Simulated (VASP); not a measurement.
# ZnCd2SeS2 (Cmc2_1) in VASP: single point with PBE

Aim: the single point of ZnCd2SeS2 with PBE.

All numbers are computed with VASP 6.6.1; they aren't measurements. Logs are shortened: lines on timing, memory, paths and dates and some standing lists are left out, and cuts for length are marked.

### 1 The structure

The structure is orthorhombic, space group Cmc2_1 (No. 36). Conventional cell: a = 12.373 Å, b = 7.198 Å, c = 6.787 Å, α = 90.00°, β = 90.00°, γ = 90.00°. Zn (site symmetry m) has 2 S at 2.36 Å and 2 Se at 2.49 to 2.50 Å as nearest neighbours. Around Cd (site symmetry 1) lie 3 S at 2.57 to 2.58 Å and 1 Se at 2.67 Å. Se (site symmetry m) has 2 Zn at 2.49 to 2.50 Å and 2 Cd at 2.67 Å as nearest neighbours. S (site symmetry 1) is surrounded by 1 Zn at 2.36 Å and 3 Cd at 2.57 to 2.58 Å.

The cell was built by a generator and needn't be a form met in nature.

### 2 Single point, PBE

File INCAR:

```
PREC = Normal ; ENCUT = 520
EDIFF = 1E-5 ; ISMEAR = 0
SIGMA = 0.05 ; LREAL = Auto
LASPH = True ; NELM = 80
ALGO = Fast ; ISIF = 2
LWAVE = False ; LCHARG = False
GGA = PE
```

File KPOINTS:

```
Automatic mesh
0
Gamma
  3 3 3
```

File POSCAR:

```
ZnCd2SeS2
1.0
    6.1866000000     -3.5991300000      0.0000000000
    6.1866000000      3.5991300000      0.0000000000
    0.0000000000      0.0000000000      6.7870900000
Zn Cd Se S
2 4 2 4
Direct
    0.8272320000      0.1727680000      0.4895910000
    0.1727680000      0.8272320000      0.9895910000
    0.1683840000      0.4961490000      0.5070270000
    0.4961490000      0.1683840000      0.0070270000
    0.5038510000      0.8316160000      0.5070270000
    0.8316160000      0.5038510000      0.0070270000
    0.1497790000      0.8502210000      0.3569450000
    0.8502210000      0.1497790000      0.8569450000
    0.5157820000      0.1668510000      0.3861450000
    0.8331490000      0.4842180000      0.3861450000
    0.1668510000      0.5157820000      0.8861450000
    0.4842180000      0.8331490000      0.8861450000
```

Potentials or basis: VASP PAW PBE potentials, release 64 (Zn, Cd, Se, S).

Launch:

```bash
$ cat potpaw_PBE.64/Zn/POTCAR potpaw_PBE.64/Cd/POTCAR potpaw_PBE.64/Se/POTCAR potpaw_PBE.64/S/POTCAR > POTCAR
$ mpirun -np 1 vasp_std > vasp.out
```

OUTCAR:

```text
PREC = Normal
   ENCUT = 520
   EDIFF = 1E-5
   ISMEAR = 0
   LREAL = Auto
   LASPH = True
   NELM = 80
   ISIF = 2
   GGA = PE

 ion  position               nearest neighbor table
   1  0.827  0.173  0.490-   9 2.36  10 2.36   7 2.49   8 2.50
   2  0.173  0.827  0.990-  11 2.36  12 2.36   8 2.49   7 2.50
   3  0.168  0.496  0.507-   9 2.57  11 2.58  10 2.58   7 2.67
   4  0.496  0.168  0.007-  11 2.57   9 2.58  12 2.58   8 2.67
   5  0.504  0.832  0.507-  10 2.57  12 2.58   9 2.58   7 2.67
   6  0.832  0.504  0.007-  12 2.57  10 2.58  11 2.58   8 2.67
   7  0.150  0.850  0.357-   1 2.49   2 2.50   3 2.67   5 2.67
   8  0.850  0.150  0.857-   2 2.49   1 2.50   4 2.67   6 2.67
   9  0.516  0.167  0.386-   1 2.36   3 2.57   4 2.58   5 2.58
  10  0.833  0.484  0.386-   1 2.36   5 2.57   6 2.58   3 2.58
  11  0.167  0.516  0.886-   2 2.36   4 2.57   3 2.58   6 2.58
  12  0.484  0.833  0.886-   2 2.36   6 2.57   5 2.58   4 2.58

  LATTYP: Found a base centered orthorhombic cell.
 ALAT       =     7.1982600000
 B/A-ratio  =     1.7189154046
 C/A-ratio  =     0.9428792514

  Lattice vectors:

 A1 = (  -6.1866000000,  -3.5991300000,   0.0000000000)
 A2 = (   6.1866000000,  -3.5991300000,   0.0000000000)
 A3 = (   0.0000000000,   0.0000000000,   6.7870900000)

Analysis of symmetry for initial positions (statically):
=====================================================================
 Subroutine PRICEL returns:
 Original cell was already a primitive cell.

 Routine SETGRP: Setting up the symmetry group for a
 base centered orthorhombic supercell.

 Subroutine GETGRP returns: Found  4 space group operations
 (whereof  2 operations were pure point group operations)
 out of a pool of  8 trial point group operations.

The static configuration has the point symmetry C_1h.
 The point group associated with its full space group is C_2v.

Analysis of symmetry for dynamics (positions and initial velocities):
=====================================================================
 Subroutine PRICEL returns:
 Original cell was already a primitive cell.

 Routine SETGRP: Setting up the symmetry group for a
 base centered orthorhombic supercell.

 Subroutine GETGRP returns: Found  4 space group operations
 (whereof  2 operations were pure point group operations)
 out of a pool of  8 trial point group operations.

The dynamic configuration has the point symmetry C_1h.
 The point group associated with its full space group is C_2v.

 Subroutine INISYM returns: Found  4 space group operations
[... 114 lines left out ...]
   EFERMI =   0.00;   METHOD = LEGACY
   ISMEAR =     0;   SIGMA  =   0.05  broadening in eV -4-tet -1-fermi 0-gaus
   EFERMI_NEDOS =   21; number of points for ismear=-14 and -15
   IALGO  =     68    algorithm
   IMIX   =      4    mixing-type and parameters
     AMIX     =   0.40;   BMIX     =  1.00
     AMIX_MAG =   1.60;   BMIX_MAG =  1.00
  volume/ion in A,a.u.               =      25.19       169.97
  Fermi-wavevector in a.u.,A,eV,Ry     =   1.161703  2.195300 18.361788  1.349553
  Thomas-Fermi vector in A             =   2.298272
   LORBIT       =      0    0 simple, 1 ext, 2 COOP (PROOUT), +10 PAW based schemes
   GGA     = PE    functional components
   LHFCALC =     F    Hartree Fock is set to
   AEXX    =    0.0000 exact exchange contribution
   IVDW    =     0    specifies the selected vdW correction
   LEPSILON=     F    determine dielectric tensor
   LRPA    =     F    only Hartree local field effects (RPA)
 non-spin polarized calculation
 RMM-DIIS sequential band-by-band and
 Gauss-broadening in eV      SIGMA  =   0.05
  energy-cutoff  :      520.00
  volume of cell :      302.25
 maximum number of plane-waves:      8207
   NGX = 27   NGY = 27   NGZ = 25

 number of electron     108.0000163 magnetization

 Free energy of the ion-electron system (eV)
  ---------------------------------------------------
  ext. energy  EPLUGINS =         0.00000000
  ---------------------------------------------------
  free energy    TOTEN  =       -36.75906724 eV

  energy without entropy =      -36.75906724  energy(sigma->0) =      -36.75906724

 E-fermi :   1.3147     XC(G=0):  -9.0072

 val. band max:        1.0637858939   @ k =   0.0000   0.0000   0.0000
 cond. band min:       2.1621916391   @ k =   0.0000   0.0000   0.0000
 fundamental gap:      1.0984057452
 Fermi energy:         1.3147197809

 k-point     1 :       0.0000    0.0000    0.0000
  band No.  band energies     occupation
      1     -11.3703      2.00000
      2     -10.8746      2.00000
      3     -10.7292      2.00000
      4     -10.7284      2.00000
      5     -10.7164      2.00000
      6     -10.7056      2.00000
[... 525 lines left out ...]
     63       6.3278      0.00000
     64       6.5952      0.00000

------------------------ aborting loop because EDIFF is reached ----------------------------------------

  FORCE on cell =-STRESS in cart. coord.  units (eV):
  Direction    XX          YY          ZZ          XY          YZ          ZX
  --------------------------------------------------------------------------------------
  -------------------------------------------------------------------------------------
  Total        0.0320598      0.0459872     -0.0338643      0.0000000      0.0000000      0.0000000
  in kB        0.1699449      0.2437721     -0.1795105      0.0000000      0.0000000      0.0000000
  external PRESSURE =       0.0780688 kB  Pullay stress =       0.0000000 kB

 VOLUME and BASIS-vectors are now :
 -----------------------------------------------------------------------------
  energy-cutoff  :      520.00
  volume of cell :      302.25
      direct lattice vectors                 reciprocal lattice vectors
     6.186600000 -3.599130000  0.000000000     0.080819836 -0.138922462  0.000000000
     6.186600000  3.599130000  0.000000000     0.080819836  0.138922462  0.000000000
     0.000000000  0.000000000  6.787090000     0.000000000  0.000000000  0.147338550

 POSITION                                       TOTAL-FORCE (eV/Angst)
 -----------------------------------------------------------------------------------
      6.18660     -2.35550      3.32290         0.000000      0.005228     -0.001057
      6.18660      2.35550      6.71644         0.000000     -0.005228     -0.001057
      4.11120      1.17967      3.44124        -0.007857      0.005331      0.003304
      4.11120     -1.17967      0.04769        -0.007857     -0.005331      0.003304
      8.26200      1.17967      3.44124         0.007857      0.005331      0.003304
      8.26200     -1.17967      0.04769         0.007857     -0.005331      0.003304
      6.18660      2.52098      2.42262         0.000000      0.012875     -0.016624
      6.18660     -2.52098      5.81616         0.000000     -0.012875     -0.016624
      4.22318     -1.25585      2.62080        -0.002503      0.002515      0.005537
      8.15002     -1.25585      2.62080         0.002503      0.002515      0.005537
      4.22318      1.25585      6.01435        -0.002503     -0.002515      0.005537
      8.15002      1.25585      6.01435         0.002503     -0.002515      0.005537
 -----------------------------------------------------------------------------------
    total drift:                                0.000008      0.000000     -0.042479

  FREE ENERGIE OF THE ION-ELECTRON SYSTEM (eV)
  ---------------------------------------------------
  free  energy   TOTEN  =       -36.7590672355 eV

  energy  without entropy=      -36.7590672355  energy(sigma->0) =      -36.75906724
```

OSZICAR:

```text
N       E                     dE             d eps       ncg     rms          rms(c)
DAV:   1     0.935673476821E+03    0.93567E+03   -0.49636E+04  1024   0.168E+03
DAV:   2     0.760553700396E+02   -0.85962E+03   -0.82933E+03  1024   0.427E+02
DAV:   3    -0.346492271627E+02   -0.11070E+03   -0.10900E+03  1152   0.144E+02
DAV:   4    -0.394782022576E+02   -0.48290E+01   -0.48026E+01  1192   0.291E+01
DAV:   5    -0.395588666910E+02   -0.80664E-01   -0.80589E-01  1176   0.396E+00    0.158E+01
RMM:   6    -0.368422156002E+02    0.27167E+01   -0.69221E+00  1052   0.969E+00    0.131E+01
RMM:   7    -0.367623538202E+02    0.79862E-01   -0.30013E+00  1118   0.555E+00    0.508E+00
RMM:   8    -0.367617927026E+02    0.56112E-03   -0.35987E-01  1173   0.314E+00    0.226E+00
RMM:   9    -0.367569869035E+02    0.48058E-02   -0.98576E-02  1186   0.160E+00    0.312E-01
RMM:  10    -0.367582738675E+02   -0.12870E-02   -0.19626E-02  1211   0.585E-01    0.249E-01
RMM:  11    -0.367589571233E+02   -0.68326E-03   -0.54309E-03  1212   0.320E-01    0.126E-01
RMM:  12    -0.367590222000E+02   -0.65077E-04   -0.15554E-03  1177   0.200E-01    0.799E-02
RMM:  13    -0.367590610645E+02   -0.38864E-04   -0.65203E-04  1276   0.105E-01    0.256E-02
RMM:  14    -0.367590672355E+02   -0.61710E-05   -0.85819E-05  1037   0.413E-02
   1 F= -.36759067E+02 E0= -.36759067E+02  d E =-.122373E-13
```

Wall time 57 s (1 thread of AMD EPYC 9R45 (Zen 5), shared host); peak memory 0.26 GiB.

What came out:

```
Free energy            : -36.7591 eV
Pressure               : 0.0 GPa
Largest force          : 0.021 eV/Å
Band gap on the k mesh : 1.10 eV, direct
```

Forces on the atoms (eV/Å):
```
Zn   0.000  0.005 -0.001
Zn   0.000 -0.005 -0.001
Cd  -0.008  0.005  0.003
Cd  -0.008 -0.005  0.003
Cd   0.008  0.005  0.003
Cd   0.008 -0.005  0.003
Se   0.000  0.013 -0.017
Se   0.000 -0.013 -0.017
S   -0.003  0.003  0.006
S    0.003  0.003  0.006
S   -0.003 -0.003  0.006
S    0.003 -0.003  0.006
```
